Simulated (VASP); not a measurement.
H2CO: single point with PBE+D3(BJ)

Crystal: H2CO.

```
CELL_PARAMETERS angstrom
8.48093 0.00000 0.00000
0.00000 8.48093 0.00000
0.00000 0.00000 8.48093
ATOMIC_POSITIONS crystal
O 0.17680 0.44720 0.44002
O 0.28497 0.67950 0.94680
O 0.72261 0.06570 0.99516
O 0.38465 0.89319 0.38140
O 0.66431 0.44722 0.31669
O 0.06498 0.08297 0.22106
O 0.70256 0.07242 0.63418
O 0.39128 0.09636 0.80351
O 0.90130 0.60853 0.17019
O 0.63987 0.73065 0.67615
C 0.29727 0.45652 0.36371
C 0.16883 0.74222 0.89345
C 0.71884 0.20559 0.96023
C 0.45986 0.99155 0.31163
C 0.71239 0.36744 0.43063
C 0.01724 0.20132 0.15015
C 0.83246 0.00714 0.63395
C 0.27791 0.09090 0.72260
C 0.91395 0.73810 0.22851
C 0.62006 0.64392 0.78830
H 0.35204 0.56798 0.30448
H 0.37748 0.35954 0.36629
H 0.12334 0.68801 0.78142
H 0.10113 0.83782 0.94763
H 0.66329 0.28462 0.05543
H 0.75584 0.25392 0.84777
H 0.44802 0.98704 0.17802
H 0.56376 0.04772 0.38083
H 0.66850 0.37126 0.55712
H 0.80527 0.27128 0.42316
H 0.89208 0.23237 0.14862
H 0.10504 0.27529 0.07658
H 0.86750 0.93621 0.73760
H 0.90369 0.01919 0.52971
H 0.24692 0.01707 0.61215
H 0.18592 0.18114 0.76128
H 0.96741 0.74281 0.35361
H 0.90488 0.85415 0.17805
H 0.71577 0.60384 0.85751
H 0.49260 0.58258 0.80432
```

The cell was built by a generator and needn't be a form met in nature.

```yaml
Program: VASP 6.6.1
Task: single point
Functional: PBE
Dispersion: D3(BJ)
Potentials_or_basis: VASP PAW PBE potentials, release 64 (O, C, H)
Cutoff: 520 eV
k_mesh: 1 × 1 × 1
Occupations: fermi-dirac, width 0.02 eV
Spin: no spin polarisation
Dipole_correction: no
Further_INCAR_settings: LREAL = Auto; ALGO = Normal; EDIFF = 1e-06; NBANDS = 86
```

```
Pressure                   : -0.3 GPa
Largest force              : 3.799 eV/Å
Band gap on the k mesh     : 2.49 eV, direct
Dispersion energy per atom : -0.036 eV
```

Forces in eV/Å, atoms in the order of the input:
```
O   -0.822  0.437 -0.050
O    0.726  0.199  1.022
O    0.462 -0.150 -0.667
O   -1.184 -0.520  1.003
O    0.638 -1.528  2.188
O   -0.559  1.149 -0.563
O    0.734 -0.056 -0.029
O    2.911 -0.994  1.001
O   -0.440 -0.104 -1.152
O    0.233  0.440 -0.105
C    0.919  1.752  0.074
C   -0.428 -1.353 -1.338
C   -1.668 -0.354  2.348
C    1.738 -0.903 -0.666
C   -0.241  0.213 -0.939
C    1.898 -0.890  0.040
C   -1.998  0.321  0.567
C   -3.378  1.320 -1.133
C    1.923 -0.818  2.592
C   -3.220 -1.145 -1.586
H   -1.123 -0.816  0.407
H    0.921 -1.326 -0.389
H   -0.372  0.580  0.006
H   -0.028  0.542  0.377
H    0.512  0.141 -1.055
H    0.318  0.271 -0.677
H    0.318  1.033  0.571
H   -0.946  0.349 -0.959
H   -0.189  0.570 -0.693
H   -0.282  0.613 -0.497
H   -0.111  0.426  0.207
H   -0.837 -0.409  0.602
H    0.329 -0.016 -0.020
H    1.085 -0.200 -0.745
H    0.810  0.190  0.930
H   -0.473 -0.458 -0.754
H   -0.634  0.153 -0.549
H   -0.692  0.765 -1.046
H    1.277 -0.377  1.441
H    1.872  0.954  0.235
```

Stress tensor (GPa, compression positive):
```
 0.70 -0.65  0.07
-0.65 -0.70  0.02
 0.07  0.02 -0.90
```

Levels at points of the mesh, in eV from the valence-band top:
```
           k point  band 56  band 57  band 58  band 59  band 60  band 61  band 62  band 63  band 64  band 65
(0.00, 0.00, 0.00)    -0.40    -0.32    -0.29    -0.20     0.00     2.49     2.66     2.72     2.87     3.04
```

Wall time 110 s on 1 thread of AMD EPYC 7R43 64-Core Processor (Zen 3) (shared host), peak memory 0.48 GiB.

Caveat: the standard files for N, O and F lose accuracy on very short bonds. Expect the measured gap to be larger: semilocal functionals such as PBE lack the derivative discontinuity.
